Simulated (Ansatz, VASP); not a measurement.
**NaP3 in two plane-wave programs**

Aim: how closely do two programs agree when they are given the same cell, functional and k mesh? The cell is generated by rule, not measured, and may not be a known phase. Of the first pair: The two relaxations start from unlike cells of this crystal (the structure described is Ansatz's start), so only their ends are compared.

Program: Ansatz 0.2.0. Level of theory: plane waves, with VASP 6.6.1 beside it; relaxation of cell and atoms at PBEsol. Results are calculated unless marked as measured.

### 1. Set-up

The structure is cubic, space group Pm-3m (No. 221). The conventional cell has a = 3.650 Å, b = 3.650 Å, c = 3.650 Å, α = 90.00°, β = 90.00°, γ = 90.00°. Nearest to Na lie 12 P at 2.58 Å. Nearest to P lie 4 Na at 2.58 Å and 8 P at 2.58 Å. Farther neighbours are not listed.

### 2. Ansatz: relaxation of cell and atoms, PBEsol, pair 1

Ansatz runs on its default PAW (the set named soft_2) files.

The relaxed volume is the usual yardstick between codes: in a stiff, nearly cubic crystal its relative difference is about their pressure difference at one cell divided by the bulk modulus.

Contents of input.yaml:

```yaml
crystal:
  lattice:
    - [3.65041, 0.0, 0.0]
    - [0.0, 3.65041, 0.0]
    - [0.0, 0.0, 3.65041]
  atoms:
    - { symbol: Na, position: [0.0, 0.0, 0.0] }
    - { symbol: P, position: [0.0, 0.5, 0.5] }
    - { symbol: P, position: [0.5, 0.5, 0.0] }
    - { symbol: P, position: [0.5, 0.0, 0.5] }
kpoints:
  mp_grid: { grid: [6, 6, 6] }
hamiltonian:
  xc: pbesol
scf:
  occupations: { method: gaussian, width: 0.1 }
output:
  forces: true
  stress: true
  eigenvalues: true
relax:
  adjacent_minimum: "off"
  f_tol: 0.05
  max_steps: 80
  cell: { stress_tol: 0.5 }
```

Launch:

```bash
ansatz run input.yaml --threads 8 --pin off --max-ram 14336MiB --backend cpu --events-out ev --progress --plain --runs-dir out
```

Numbers of over 12 decimals in the logs are rounded to 6 here.

The program printed:

```text
The last accepted step is kept in <dir> (removed where the run ends without a failure and the disk answers)
Engine: ansatz 0.2.0, aarch64-unknown-linux-gnu
Pseudopotentials: kind: paw
Pseudopotential: Na, paw, valence charge 9, recommended cutoff 420 eV (normal), Na.paw.azcp
Pseudopotential: P, paw, valence charge 5, recommended cutoff 420 eV (normal), P.paw.azcp
Functional definition: PBEsol
  exchange = pbesol_x
  correlation = pbesol_c
Crystal: 4 atoms, lattice volume = 48.644 Å³
Basis set: ecut = 420 eV, 949 PW (Γ), exchange–correlation on 50×50×50 points (8 copies of the dense FFT grid, shifted against one another)
Bands: 16, of which v1, the nominal top of the filled ones, is band 12 counted from 1 (11 counted from 0)
Symmetry: 48 space group operations
Space group: Pm-3m (ITA 221), of the structure as read, at distance tolerance 3.7e-5 Å
k-points: 20 of 216
Non-local potential: Na, projectors of the file, l = 0: 3, l = 1: 2, l = 2: 1
Non-local potential: P, projectors of the file, l = 0: 2, l = 1: 2, l = 2: 2
PAW form: soft (Blöchl's): semilocal exchange-correlation on the pseudo side does not see the compensation charge
PAW frozen core: Na, regenerated for the run's functional, and the local potential with it (the file was generated under x = pbe(κ = 0.804, μ = 0.219515), c = pbe(β = 0.066725))
PAW frozen core: P, regenerated for the run's functional, and the local potential with it (the file was generated under x = pbe(κ = 0.804, μ = 0.219515), c = pbe(β = 0.066725))
PAW one-centre angular grid: Na, 110 points (default); XC on 64 Gauss nodes
PAW one-centre angular grid: P, 110 points (default); XC on 64 Gauss nodes
Initial density: superposition of atomic densities (neutral atoms: chi_scale 0, normalization atom), corrected by the library's trained network
Initial wavefunctions: pseudopotential atomic-orbital guess
Functional: x = pbesol(κ = 0.804, μ = 0.123457), c = pbesol(β = 0.046)
SCF iter   1: F=—  HF=-3693.621667 eV  |F-HF|=—  |Δ(HF+E_count)|=         —  Δρ=6.82e-3  dr2=3.70e-2  ethr=1.77e-3  ⟨swp⟩=5.8  Hψ=1807  notcnv=0
preconditioner: auto → none  [metal: Δε(μ)=0.038 eV  Ē_g=14.172 eV  σ=0.100 eV  W_gap=0.21  n_scr=6 (ndim 8)  ℏωp=25.0 eV  f_vac=0.000  D(μ)=4.73/eV (n_scr^D=56)  sad-step TF]
SCF iter   2: F=—  HF=-3693.612084 eV  |F-HF|=—  |Δ(HF+E_count)|=   9.58e-3  Δρ=3.72e-3  dr2=1.42e-2  ethr=1.54e-4  ⟨swp⟩=1.0  Hψ=480  notcnv=0
SCF iter   3: F=—  HF=-3693.607757 eV  |F-HF|=—  |Δ(HF+E_count)|=   4.33e-3  Δρ=1.26e-3  dr2=6.85e-4  ethr=5.91e-5  ⟨swp⟩=2.0  Hψ=469  notcnv=0
SCF iter   4: F=—  HF=-3693.607498 eV  |F-HF|=—  |Δ(HF+E_count)|=   2.59e-4  Δρ=2.52e-4  dr2=1.75e-5  ethr=2.85e-6  ⟨swp⟩=2.0  Hψ=545  notcnv=0
SCF iter   5: F=—  HF=-3693.607457 eV  |F-HF|=—  |Δ(HF+E_count)|=   4.12e-5  Δρ=3.01e-5  dr2=2.42e-7  ethr=7.29e-8  ⟨swp⟩=2.2  Hψ=502  notcnv=0
SCF iter   6: F=-3693.607457 eV  HF=-3693.607457 eV  |F-HF|=3.21e-10  |Δ(HF+E_count)|=   1.59e-8  Δρ=3.24e-6  dr2=2.04e-9  ethr=4.17e-10  ⟨swp⟩=6.0  Hψ=1394  notcnv=0
SCF 1 converged in 6 iterations: F = -3693.607457 eV  dr2 = 2.04e-9
  greatest PAW one-centre occupation: 1.000 electrons in one spin orbital (limit 2), on the Na atom at site 0 (counted from 0), in its partial waves of l = 0
relax step   1: F+E_penalty+E_count = -3693.60745707 eV  Δ(F+E_penalty+E_count) = +0.000e0 eV  max|allowed force component| = 2.794e-30 eV/Å  Δτ_max = 0.0000 Å  P = +29.959 GPa  Ω = 48.644 Å³  (6 SCF iters, dr2 threshold 1.00e-7 eV, accepted)
[...]
relax step   4: F+E_penalty+E_count = -3694.66616464 eV  Δ(F+E_penalty+E_count) = -9.963e-3 eV  max|allowed force component| = 5.300e-31 eV/Å  Δτ_max = 0.0000 Å  P = +0.385 GPa  Ω = 61.809 Å³  energy of the carried Pulay correction = -3.237e-3 eV  (6 SCF iters, dr2 threshold 4.00e-7 eV, accepted)
[...]
relax step   5: F+E_penalty+E_count = -3694.68261747 eV  Δ(F+E_penalty+E_count) = -1.645e-2 eV  max|allowed force component| = 5.095e-31 eV/Å  Δτ_max = 0.0000 Å  P = +0.827 GPa  Ω = 61.809 Å³  stress off target by 8.27e-1 GPa  SCF on the basis re-selected at this cell (its energy is not comparable with the rows above)  (5 SCF iters)
[...]
relax step   6: F+E_penalty+E_count = -3694.68425139 eV  Δ(F+E_penalty+E_count) = -1.634e-3 eV  max|allowed force component| = 4.294e-31 eV/Å  Δτ_max = 0.0000 Å  P = +0.047 GPa  Ω = 62.463 Å³  energy of the carried Pulay correction = -1.352e-4 eV  (4 SCF iters, dr2 threshold 4.00e-7 eV, accepted)
[...]
relax step   7: F+E_penalty+E_count = -3694.68437836 eV  Δ(F+E_penalty+E_count) = -1.270e-4 eV  max|allowed force component| = 7.478e-31 eV/Å  Δτ_max = 0.0000 Å  P = +0.045 GPa  Ω = 62.463 Å³  stress off target by 4.53e-2 GPa  SCF on the basis re-selected at this cell (its energy is not comparable with the rows above)  (3 SCF iters)
basis re-selected at this cell: Δ(F+E_penalty+E_count) = -1.270e-4 eV, ΔP = -0.001 GPa vs the last step (what re-selecting the basis moved, of the pressure what is left beyond the Pulay correction that the steps carried, after the strain that the cell walked since its last selection, with what the two solves' SCF thresholds leave and, on support functions, any second-order correction that the steps lacked; it is no m [...]
SCF converged after 3 iterations
Free energy (F): -3694.684378 eV
Harris-Foulkes:  -3694.684378 eV  (|F-HF|=1.92e-10)
Internal energy: -3694.668905 eV  (E = F + TS)
E sigma→0 (E₀):  -3694.676642 eV
Entropy (-TS):   -0.015473 eV (-3.868 meV/atom)
Fermi energy:    8.919041 eV
--- Per-component energies (eV) ---
  E_band       = -122.899327
  E_kinetic    = 327.272397
  E_local      = -1338.768915  (includes V_loc(G=0)·N_el)
  E_nonlocal   = 218.368179
  E_hartree    = 480.967252
  E_xc         = -220.251376
  E_vxc        = -230.471588  (∫ρ·V_xc dr)
  E_paw        = -1915.319079  (= ΣΔE_a)
  E_vpaw       = -61.233187  (= ΣTr[D̂ρ^β])
  E_aug_tail   = -0.000007  (compensation charges beyond the density's cutoff)
  E_ewald      = -1247.130338
  E_core_change = 0.192982  (= ΣΔE_core)
  E_smearing   = -0.015473  (= −TS)
  E_closure    = -0.000000  (closes the sum)
  Σ components = -3694.684378   (vs F -3694.684378, Δ=0.00e0)
--- Forces (eV/Å), atoms counted from 1 ---
  atom   1  Na     0.00000000     0.00000000     0.00000000
  atom   2  P      0.00000000     0.00000000     0.00000000
  atom   3  P     -0.00000000     0.00000000    -0.00000000
  atom   4  P     -0.00000000    -0.00000000    -0.00000000
  max |Σ_I F_I| component: 1.64e-31 eV/Å
--- Stress (GPa, compression-positive) ---
        0.045349       0.000000      -0.000000
        0.000000       0.045349      -0.000000
       -0.000000      -0.000000       0.045349
  P = ⅓ Tr σ = 0.0453 GPa (0.453 kbar)
--- Band table (eV; the first three rows and the last of 20) ---
  k-point 0: bands = [... 8 lower, 4.0601, 4.0601, 9.8673, 9.8673, 9.8673, 10.2273, 12.7457, 12.7457]
  k-point 1: bands = [... 8 lower, 4.2484, 5.0993, 9.0638, 9.2488, 9.2488, 10.8734, 11.8599, 12.0878]
  k-point 2: bands = [... 8 lower, 4.7581, 6.6345, 7.8752, 7.9492, 7.9492, 9.8805, 11.8297, 11.8297]
  k-point 19: bands = [... 8 lower, 3.5188, 3.5188, 3.5188, 10.4029, 13.4964, 13.4964, 13.6348, 13.6348]
--- Relaxed structure (5 steps of the walk, 5 accepted, 2 SCFs on fresh bases) ---
  F+E_penalty+E_count = -3694.68437836 eV   max|allowed force component| = 7.478e-31 eV/Å   (the final SCF, on the basis selected at the relaxed cell)
  cell:  # Å, volume = 62.4635 Å³
    - [3.967729, 0, 0]
    - [0, 3.967729, 0.0]
    - [0, 0.0, 3.967729]
  atoms:
    - { symbol: Na, position: [0, 0, 0] }
    - { symbol: P, position: [0, 0.5, 0.5] }
    - { symbol: P, position: [0.5, 0.5, 0] }
    - { symbol: P, position: [0.5, 0, 0.5] }
```

### 3. VASP: relaxation of cell and atoms, PBEsol, pair 1

Its own start cell and the same functional, mesh and smearing now go to VASP, with its own data sets.

Lines of VASP's logs that name or quote its potential files are left out, and so is its time.

Contents of INCAR:

```
SYSTEM = NaP3
PREC = Accurate
ENCUT = 500
EDIFF = 1E-07
NELM = 120
ISMEAR = 0
SIGMA = 0.1
LREAL = .FALSE.
ALGO = Normal
GGA = PS
NBANDS = 17
LORBIT = 11
LWAVE = .FALSE.
LCHARG = .FALSE.
ISIF = 3
IBRION = 2
NSW = 80
EDIFFG = -0.005
LASPH = .TRUE.
GGA_COMPAT = .FALSE.
NELMIN = 4
KPAR = 2
```

Contents of POSCAR:

```
NaP3
1.0
    3.9703599010      0.0000000000      0.0000000000
    0.0000000000      3.9703599010      0.0000000000
    0.0000000000      0.0000000000      3.9703599010
Na P
1 3
Direct
    0.0000000000      0.0000000000      0.0000000000
    0.0000000000      0.5000000000      0.5000000000
    0.5000000000      0.5000000000      0.0000000000
    0.5000000000      0.0000000000      0.5000000000
```

Contents of KPOINTS:

```
Automatic mesh
0
Gamma
6 6 6
0 0 0
```

The projector-augmented-wave data sets are Na_pv and P (PBE family, release 64).

Launch:

```bash
mpirun -np 2 vasp_std
```

The program printed:

```text
[banner, memory and clock lines left out]
running    2 mpi-ranks, on    1 nodes
 distrk:  each k-point on    1 cores,    2 groups
 distr:  one band on    1 cores,    1 groups

 POSCAR found type information on POSCAR NaP
 POSCAR found :  2 types and       4 ions
|                                                                             |
|               ----> ADVICE to this user running VASP <----                  |
|                                                                             |
|     You enforced a specific xc type in the INCAR file but a different       |
|     [... a line on the potential file left out ...]
|     I HOPE YOU KNOW WHAT YOU ARE DOING!                                     |
|                                                                             |

 LDA part: xc-table for (Slater+PW92), standard interpolation
 POSCAR, INCAR and KPOINTS ok, starting setup
 FFT: planning ... GRIDC
 FFT: planning ... GRID_SOFT
 FFT: planning ... GRID
 WAVECAR not read
 entering main loop
       N       E                     dE             d eps       ncg     rms          rms(c)
DAV:   1     0.112828616860E+03    0.11283E+03   -0.10386E+04   688   0.123E+03
DAV:   2    -0.867893711664E+01   -0.12151E+03   -0.11836E+03   723   0.272E+02
DAV:   3    -0.172483037627E+02   -0.85694E+01   -0.84165E+01   990   0.672E+01
DAV:   4    -0.174108313768E+02   -0.16253E+00   -0.16005E+00   765   0.920E+00
DAV:   5    -0.174145820452E+02   -0.37507E-02   -0.37443E-02   875   0.149E+00    0.558E+00
DAV:   6    -0.173685261721E+02    0.46056E-01   -0.27729E-02   831   0.172E+00    0.326E+00
DAV:   7    -0.173477924220E+02    0.20734E-01   -0.34668E-02  1019   0.185E+00    0.165E-01
DAV:   8    -0.173470647605E+02    0.72766E-03   -0.44161E-03   765   0.551E-01    0.672E-02
DAV:   9    -0.173470143690E+02    0.50391E-04   -0.15804E-04   869   0.168E-01    0.537E-02
DAV:  10    -0.173470147740E+02   -0.40498E-06   -0.10448E-05   843   0.257E-02    0.989E-03
DAV:  11    -0.173470143709E+02    0.40310E-06   -0.60982E-07   845   0.994E-03    0.141E-03
DAV:  12    -0.173470142280E+02    0.14291E-06   -0.60019E-08   427   0.218E-03    0.405E-04
DAV:  13    -0.173470141983E+02    0.29710E-07   -0.16794E-08   430   0.182E-03
   1 F= -.17347014E+02 E0= -.17339267E+02  d E =-.173470E+02
 curvature:   0.00 expect dE= 0.000E+00 dE for cont linesearch  0.000E+00
 trial: gam= 0.00000 g(F)=  0.000E+00 g(S)=  0.309E-04 ort = 0.000E+00 (trialstep = 0.100E+01)
 search vector abs. value=  0.309E-04
 bond charge predicted
       N       E                     dE             d eps       ncg     rms          rms(c)
DAV:   1    -0.173470932021E+02   -0.78974E-04   -0.19840E-03   861   0.554E-01    0.534E-02
DAV:   2    -0.173470472871E+02    0.45915E-04   -0.64173E-05   886   0.105E-01    0.271E-02
DAV:   3    -0.173470292733E+02    0.18014E-04   -0.32463E-05   869   0.658E-02    0.413E-03
DAV:   4    -0.173470285906E+02    0.68265E-06   -0.97617E-07   815   0.133E-02    0.272E-03
DAV:   5    -0.173470281509E+02    0.43976E-06   -0.13071E-07   539   0.497E-03    0.638E-04
DAV:   6    -0.173470281088E+02    0.42082E-07   -0.11573E-08   372   0.133E-03
   2 F= -.17347028E+02 E0= -.17339269E+02  d E =-.139105E-04
 trial-energy change:   -0.000014  1 .order   -0.000014   -0.000031    0.000002
 step:   0.9297(harm=  0.9297)  dis= 0.00000  next Energy=   -17.347029 (dE=-0.144E-04)
 reached required accuracy - stopping structural energy minimisation
```

OUTCAR, selected parts (step 3):

```text
ion  position               nearest neighbor table
   1  0.000  0.000  0.000-   2 2.81   3 2.81   4 2.81   2 2.81   4 2.81   2 2.81   3 2.81   2 2.81
                             3 2.81   4 2.81   4 2.81   3 2.81
   2  0.000  0.500  0.500-   1 2.81   3 2.81   4 2.81   1 2.81   3 2.81   1 2.81   4 2.81   1 2.81
                             3 2.81   4 2.81   3 2.81   4 2.81
   3  0.500  0.500  0.000-   1 2.81   2 2.81   4 2.81   2 2.81   4 2.81   1 2.81   4 2.81   4 2.81
                             1 2.81   2 2.81   2 2.81   1 2.81
   4  0.500  0.000  0.500-   1 2.81   2 2.81   3 2.81   1 2.81   3 2.81   2 2.81   3 2.81   3 2.81
                             1 2.81   2 2.81   1 2.81   2 2.81

  LATTYP: Found a simple cubic cell.
 ALAT       =     3.9703599010

 Subroutine GETGRP returns: Found 48 space group operations
 (whereof 48 operations were pure point group operations)

The static configuration has the point symmetry O_h .

 Found     20 irreducible k-points:

   k-points           NKPTS =     20   k-points in BZ     NKDIM =     20   number of bands    NBANDS=     17

   dimension x,y,z NGX =    30 NGY =   30 NGZ =   30
   dimension x,y,z NGXF=    60 NGYF=   60 NGZF=   60

   ENCUT  =  500.0 eV  36.75 Ry    6.06 a.u.   7.24  7.24  7.24*2*pi/ulx,y,z

   NELECT =      22.0000    total number of electrons

 k-points in reciprocal lattice and weights: Automatic mesh
   0.00000000  0.00000000  0.00000000       0.005
   0.16666667  0.00000000  0.00000000       0.028
   0.33333333  0.00000000  0.00000000       0.028
   0.50000000  0.00000000  0.00000000       0.014
   0.16666667  0.16666667  0.00000000       0.056
   0.33333333  0.16666667  0.00000000       0.111
   0.50000000  0.16666667  0.00000000       0.056
   0.33333333  0.33333333  0.00000000       0.056
   0.50000000  0.33333333  0.00000000       0.056
[...]
0.50000000  0.50000000  0.33333333       0.028
   0.50000000  0.50000000  0.50000000       0.005

 average (electrostatic) potential at core
       1 -42.0621       2 -82.0512       3 -82.0512       4 -82.0512

 E-fermi :   7.0927

 k-point     1 :       0.0000    0.0000    0.0000
  band No.  band energies     occupation
    ...
      5      -0.4285      2.00000
      6      -0.4285      2.00000
      7       2.2446      2.00000
      8       2.2446      2.00000
      9       2.2446      2.00000
     10       8.0359      0.00000
     11       8.0359      0.00000
     12       8.0359      0.00000
     13       8.4221      0.00000
     14      10.9047      0.00000
    ...

 k-point     2 :       0.1667    0.0000    0.0000
  band No.  band energies     occupation
    ...
      5      -1.5541      2.00000
      6      -0.3163      2.00000
      7       2.4325      2.00000
      8       2.4325      2.00000
      9       3.2763      2.00000
     10       7.2373      0.04090
     11       7.4224      0.00000
     12       7.4224      0.00000
     13       9.0676      0.00000
     14      10.0254      0.00000
    ...

 k-point     3 :       0.3333    0.0000    0.0000
  band No.  band energies     occupation
    ...
      8       2.9413      2.00000
      9       4.8072      2.00000
     10       6.0543      2.00000
     11       6.1275      2.00000
     12       6.1275      2.00000
     13       8.0511      0.00000
     14       9.9953      0.00000
     15       9.9953      0.00000
     16      11.4546      0.00000
     17      13.6418      0.00000

  Total       -0.0022115     -0.0022115     -0.0022115     -0.0000000      0.0000000     -0.0000000
  in kB       -0.0565530     -0.0565530     -0.0565530     -0.0000000      0.0000000     -0.0000000
  external PRESSURE =      -0.0565530 kB  Pullay stress =       0.0000000 kB

  energy-cutoff  :      500.00
  volume of cell :       62.65
      direct lattice vectors                 reciprocal lattice vectors
     3.971759668 -0.000000000 -0.000000000     0.251777571  0.000000000  0.000000000
    -0.000000000  3.971759668 -0.000000000     0.000000000  0.251777571 -0.000000000
    -0.000000000  0.000000000  3.971759668     0.000000000  0.000000000  0.251777571

 POSITION                                       TOTAL-FORCE (eV/Angst)
 -----------------------------------------------------------------------------------
      0.00000      0.00000      0.00000        -0.000000     -0.000000      0.000000
     -0.00000      1.98588      1.98588        -0.000000     -0.000000      0.000000
      1.98588      1.98588     -0.00000         0.000000     -0.000000      0.000000
      1.98588      0.00000      1.98588         0.000000      0.000000      0.000000
 -----------------------------------------------------------------------------------
    total drift:                                0.000000      0.000000     -0.000000

  FREE ENERGIE OF THE ION-ELECTRON SYSTEM (eV)
  ---------------------------------------------------
  free  energy   TOTEN  =       -17.3470281088 eV

  energy  without entropy=      -17.3315107113  energy(sigma->0) =      -17.33926941

 reached required accuracy - stopping structural energy minimisation

 total charge
# of ion       s       p       d       tot
------------------------------------------
    1        0.084   6.024   0.000   6.108
    2        1.147   1.199   0.000   2.345
    3        1.147   1.199   0.000   2.345
    4        1.147   1.199   0.000   2.345
--------------------------------------------------
tot          3.524   9.620   0.000  13.144

[... 3 further parts left out ...]
```

CONTCAR:

```
NaP3
   1.00000000000000
     3.9717596675590845   -0.0000000000000000   -0.0000000000000000
    -0.0000000000000000    3.9717596675590845   -0.0000000000000000
    -0.0000000000000000    0.0000000000000000    3.9717596675590845
  Na              P
     1     3
Direct
     0.0000000000000000    0.0000000000000000    0.0000000000000000
     0.0000000000000000    0.5000000000000000    0.5000000000000000
     0.5000000000000000    0.5000000000000000    0.0000000000000000
     0.5000000000000000    0.0000000000000000    0.5000000000000000
```

The k-mesh is coarse for a metal. The run keeps the 48 symmetry operations of its start, so it cannot find a distortion of lower symmetry.

### 4. Comparison

Known differences besides the potentials themselves: the data sets hold 24 valence electrons in Ansatz (on its default PAW (the set named soft_2) files) and 22 in VASP; the cutoff is 420 eV in Ansatz and 500 eV in VASP; Ansatz makes its cores anew for this functional, VASP keeps those of its PBE data sets; Ansatz adds a Pulay correction to the stress that steers its cell, VASP none. Total energies have different zeros and are not compared.

Compared:

```
                                         quantity  Ansatz   VASP  difference
                                      volume (Å³)   62.46  62.65     -0.30 %
edge a after relaxation, in the typed setting (Å)   3.968  3.972     -0.10 %
```

(Part 1 of 2 ends here.)

[Lines on the potential files, build, host, timing and source positions are cut from VASP's logs without a mark.]

[Logs are printed without paths, hosts, clocks, repeated set-up lines and the standing remarks that a program may print on its own settings, such as how far it seeks lower states.]

[Hosts, paths, dates, database ids (printed as entryN), source tags and the programs' standing remarks are cut or masked in the printed files.]
